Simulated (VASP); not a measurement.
The system is P, a sheet with vacuum.

```
CELL_PARAMETERS angstrom
-3.31640 0.00000 0.00000
0.00000 0.00000 -4.37930
0.00000 -23.37280 0.00000
ATOMIC_POSITIONS crystal
P 0.00000 0.41932 0.65772
P 0.50000 0.08068 0.65772
P 0.00000 0.58068 0.56656
P 0.50000 0.91932 0.56656
P 0.50000 0.41932 0.43344
P 0.00000 0.08068 0.43344
P 0.00000 0.91932 0.34228
P 0.50000 0.58068 0.34228
```

Base run:

- Program: VASP 6.6.1
- Functional: r2SCAN
- Potentials or basis: VASP PAW PBE potentials, release 64 (P)
- Cutoff: 520 eV
- k mesh: 10 × 8 × 1
- Occupations: gaussian, width 0.03 eV
- Spin: no spin polarisation

Its results: band gap on the k mesh 0.44 eV, direct; largest force 0.353 eV/Å.

Question: The run is repeated on the same cell with these changes: functional from r2SCAN to PBE; further incar settings from ALGO = Normal; EDIFF = 1e-06; NBANDS = 30 to ALGO = Fast; EDIFF = 1e-07; NBANDS = 30. What comes out?

Answer: Band gap on the k mesh 0.28 eV, direct; largest force 0.089 eV/Å.

Caveats: the PAW data sets were made with another functional, which shifts forces and pressure a little (some runs).

A k mesh can miss the band edges.
